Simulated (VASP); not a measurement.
```
CELL_PARAMETERS angstrom
      0.00000     2.94745     2.94745
      2.94745     0.00000     2.94745
      2.94745     2.94745     0.00000
ATOMIC_POSITIONS crystal
  Pb 0.00000 0.00000 0.00000
  F  0.25000 0.25000 0.25000
  F  0.75000 0.75000 0.75000
```

The numbers are results of PBEsol GGA, VASP's PBE PAW potentials (set 64) (plane waves; VASP 6.6.1), not measurements. Settings: 520 eV cut-off, 8×8×8 Γ-centred mesh, Gaussian smearing of 0.010 eV, potentials Pb_d F.

Task: Give the direction-averaged independent-particle dielectric function (no local fields, no excitons; a broadening of 0.1 eV leaves a tail below the gap, and fine structure carries the noise of the k-mesh).

Result: 
```
ħω (eV)     ε₁    ε₂
-------  -----  ----
0.00      3.72  0.00
0.30      3.73  0.00
0.60      3.74  0.01
0.90      3.76  0.01
1.20      3.79  0.01
1.50      3.84  0.02
1.90      3.91  0.02
2.20      3.99  0.03
2.50      4.09  0.04
2.80      4.21  0.05
3.10      4.36  0.06
3.40      4.55  0.07
3.80      4.93  0.12
4.10      5.37  0.19
4.40      6.10  0.48
4.70      6.88  1.78
5.00      7.39  2.78
5.40      4.81  6.28
5.70      2.87  3.55
6.00      3.30  2.30
6.30      4.62  3.36
6.60      3.49  4.20
6.90      4.46  4.54
7.30      2.27  4.55
7.60      3.01  4.64
7.90      0.48  5.69
8.20     -0.28  4.64
8.50     -0.42  2.55
8.90      0.72  2.26
9.20      2.16  2.42
9.50      0.53  4.37
9.80     -0.78  2.82
10.10    -0.40  2.33
10.40    -0.03  1.94
10.80     0.65  1.64
11.10     0.15  2.08
11.40    -0.30  1.44
11.70     0.29  1.10
12.00     0.27  0.95
12.40     0.75  0.81
```
ε₂ peaks at 5.4 eV (height 6.3), 7.0 eV (height 5.5), 7.8 eV (height 6.1), 9.5 eV (height 4.4); ε₁(0) averages 3.72, so the electronic refractive index below the gap tends to √3.72 = 1.93.

The compound is PbF2 in the fluorite structure, the β form. It was relaxed first.
